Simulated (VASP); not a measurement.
The system is SrO.

```
Sr O
1.0
     0.00000    2.56500    2.56500
     2.56500    0.00000    2.56500
     2.56500    2.56500    0.00000
Sr O
1 1
Direct
  0.00000 0.00000 0.00000
  0.50000 0.50000 0.50000
```

The cell was built by a generator and needn't be a form met in nature.

* Program: VASP 6.6.1
* Task: relaxation of cell and atoms
* Functional: PBE
* Potentials or basis: VASP PAW PBE potentials, release 64 (Sr_sv, O)
* Cutoff: 700 eV
* k mesh: 10 × 10 × 10
* Occupations: gaussian, width 0.02 eV
* Spin: no spin polarisation

At the start: pressure 4.0 GPa; volume 16.88 Å³/atom.

Q: Where does the relaxation end?

A: Over 3 steps the energy falls by 8.6 meV/atom and the volume is 17.60 Å³/atom (+4.3 %); space group Fm-3m (No. 225, to 0.05 Å).

The path:
| step | energy change (eV) | largest force (eV/Å) | pressure (GPa) | volume (Å³) |
| --- | --- | --- | --- | --- |
| 1 | 0.0000 | 0.0000 | 3.96 | 33.75 |
| 2 | -0.0144 | 0.0000 | -1.44 | 35.83 |
| 3 | -0.0173 | 0.0000 | 0.00 | 35.21 |

Final structure:
```yaml
crystal:
  lattice:
    - [0.00000, 2.60131, 2.60131]
    - [2.60131, 0.00000, 2.60131]
    - [2.60131, 2.60131, 0.00000]
  atoms:
    - { symbol: Sr, position: [0.00000, 0.00000, 0.00000] }
    - { symbol: O, position: [0.50000, 0.50000, 0.50000] }
```
